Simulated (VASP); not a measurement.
Here is the system:

```
CELL_PARAMETERS angstrom
      1.86169    -3.22454     0.00000
      1.86169     3.22454     0.00000
      0.00000     0.00000     5.76289
ATOMIC_POSITIONS crystal
  Gd 0.33333 0.66667 0.25000
  Gd 0.66667 0.33333 0.75000
```

Level of theory: RPBE GGA, VASP's PBE PAW potentials (set 64) (plane waves; VASP). Numerical set-up: 520 eV cut-off, 13×13×7 Γ-centred mesh, tetrahedra with Blöchl corrections, potentials Gd_3.

The 4f electrons are frozen in the core of the lanthanide potential, so 4f levels, which can set the real gap, and their magnetism are missing.

Q: Estimate the energy per atom (σ→0), band gap (on the k-mesh) with the smallest direct gap where there is one.

A: 
The band gap (on the k-mesh) is none (metal, semimetal or under 0.01 eV) and the energy per atom (σ→0) is -4235 meV/atom.

The compound is Gd in the hcp structure. It was relaxed first.
